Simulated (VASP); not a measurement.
A convergence study with VASP on Pt3Ti (L1_2): one setting is varied, all else stays as given below, so the limit is that of these other settings.

```
Pt3Ti
1.0
    3.92000     0.00000     0.00000
    0.00000     3.92000     0.00000
    0.00000     0.00000     3.92000
Ti Pt
1 3
Direct
  0.00000   0.00000   0.00000
  0.00000   0.50000   0.50000
  0.50000   0.00000   0.50000
  0.50000   0.50000   0.00000
```

Method: PBE GGA, VASP's PBE PAW potentials (set 64) (plane waves; VASP). The tightest run used: 550 eV cut-off, 13×13×13 Monkhorst-Pack mesh, first-order Methfessel-Paxton smearing of 0.10 eV, potentials Ti_sv Pt.

The reference is 13×13×13 mesh, which took about 2 core-minutes. The timings are rough (shared machines, no repeats); factors under 2 mean little.

**Question.** Of the settings 1×1×1 mesh; 2×2×2 mesh; 3×3×3 mesh; 4×4×4 mesh; 5×5×5 mesh; 6×6×6 mesh; 7×7×7 mesh; 8×8×8 mesh; 9×9×9 mesh; 10×10×10 mesh; 11×11×11 mesh; 12×12×12 mesh; 13×13×13 mesh, which is the lowest that keeps the difference from the reference in E (eV/atom) within 0.005 from there on, and what does it cost?

**Answer.** 4×4×4 mesh; its cost over the reference is about 1/10.
```csv
setting,difference in E (eV/atom),cost over the reference
1×1×1 mesh,3.4088,about 1/5
2×2×2 mesh,0.0428,about 1/10
3×3×3 mesh,0.0407,about 1/8
4×4×4 mesh,0.0026,about 1/10
5×5×5 mesh,0.0033,about 1/6
6×6×6 mesh,0.0018,about 1/5
7×7×7 mesh,0.0014,about 1/4
8×8×8 mesh,0.0005,about 1/3
9×9×9 mesh,0.0004,within a factor of 2
10×10×10 mesh,0.0001,within a factor of 2
11×11×11 mesh,0.0009,within a factor of 2
12×12×12 mesh,0.0002,within a factor of 2
13×13×13 mesh,0.0000,reference
```

Left out are rungs that failed or repeat a setting and relaxations that didn't move; long series are thinned to 24 rows.

The compound is Pt3Ti in the L1_2 structure. The cell was not relaxed at this level.
